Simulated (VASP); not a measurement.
Computed with PBE GGA, VASP's PBE PAW potentials (set 64) (plane waves; VASP 6.6.1).

VASP input:

INCAR:
```
LCHARG = .False.
LMAXMIX = 6
ISIF = 2   ! forces and stress, cell fixed
PREC = Low
GGA = PE   ! PBE
LASPH = .True.
NELM = 100   ! most electronic steps
ENCUT = 400   ! plane-wave cut-off (eV)
SYSTEM = Pt3Ti
LREAL = .False.
EDIFF = 1E-6
LWAVE = .False.
ISMEAR = 1
SIGMA = 0.1
ALGO = Normal
```

### POSCAR
```
Pt3Ti
1
    3.9984000000     0.0000000000     0.0000000000
    0.0000000000     3.9984000000     0.0000000000
    0.0000000000     0.0000000000     3.9984000000
Ti Pt
1 3
Direct
  0.0000000000   0.0000000000   0.0000000000
  0.0000000000   0.5000000000   0.5000000000
  0.5000000000   0.0000000000   0.5000000000
  0.5000000000   0.5000000000   0.0000000000
```

KPOINTS:
```
Automatic mesh
0
Gamma
7 7 7
0 0 0
```

POTCAR, in this order: Ti_sv Pt (PBE.64 set). Program: vasp_std.

What will the output report for the number of irreducible k-points (NKPTS), number of bands (NBANDS), largest plane-wave count, number of space-group operations, FFT grid (NGX, NGY, NGZ)?

```
Quantity                                      Result
--------------------------------------  ------------
number of irreducible k-points (NKPTS)            20
number of bands (NBANDS)                          25
largest plane-wave count                        1189
number of space-group operations                  48
FFT grid (NGX, NGY, NGZ)                20 × 20 × 20
```

The compound is Pt3Ti in the L1_2 structure. The cell was not relaxed at this level. The run is one of a series of settings (PREC = Low against the base run), some of them coarse on purpose.
